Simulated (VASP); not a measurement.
VASP input:

**KPOINTS**
```
K-points
0
G
 14 14 8
```

### POSCAR
```
Ti
1.0
  1.4642234499  -2.5361094665   0.0000000000
  1.4642234499   2.5361094665   0.0000000000
  0.0000000000   0.0000000000   4.6422583539
Ti
2
direct
  0.3333330000   0.6666670000   0.2500000000
  0.6666670000   0.3333330000   0.7500000000
```

### INCAR
```
SYSTEM = Ti
PREC = Accurate
ENCUT = 480
EDIFF = 1E-7
NELM = 100
ALGO = Normal
LREAL = .FALSE.
LASPH = .TRUE.
ISMEAR = 1
SIGMA = 0.1
GGA = PE
LMAXMIX = 4
LWAVE = .FALSE.
LCHARG = .FALSE.
ISIF = 3
IBRION = 2
NSW = 40
EDIFFG = -0.01
PSTRESS = 20
```

POTCAR, in this order: Ti_sv (PBE.64 set). Program: vasp_std.

Problem. Translate this PBE calculation to Ansatz.

Solution. One equivalent input (not run):
Ansatz 0.2 input:
```yaml
crystal:
  lattice:
    - [1.4642234, -2.5361095, 0.0000000]
    - [1.4642234, 2.5361095, 0.0000000]
    - [0.0000000, 0.0000000, 4.6422584]
  atoms:
    - { symbol: Ti, position: [0.3333330, 0.6666670, 0.2500000] }
    - { symbol: Ti, position: [0.6666670, 0.3333330, 0.7500000] }
kpoints:
  mp_grid: { grid: [14, 14, 8] }
hamiltonian:
  xc: pbe
  pseudopotentials: { kind: paw }
scf:
  occupations: { method: methfessel_paxton, width: 0.1 }
  max_iter: 100
relax:
  max_steps: 40
  f_tol: 0.01
  cell: { p_target: 2 }
output: { forces: true, stress: true, eigenvalues: true }
```
What does not carry over: each code has its own PAW files, so the cut-off isn't converted (ENCUT is set for VASP's; basis.ecutwfc is left out, and Ansatz then takes the one that its files recommend); Ansatz stops its SCF on the density residual and VASP on the energy change (EDIFF).

The compound is Ti in the hcp structure. This run relaxes it under an external pressure of 2 GPa. Symmetry was kept, so distortions that lower it aren't found.
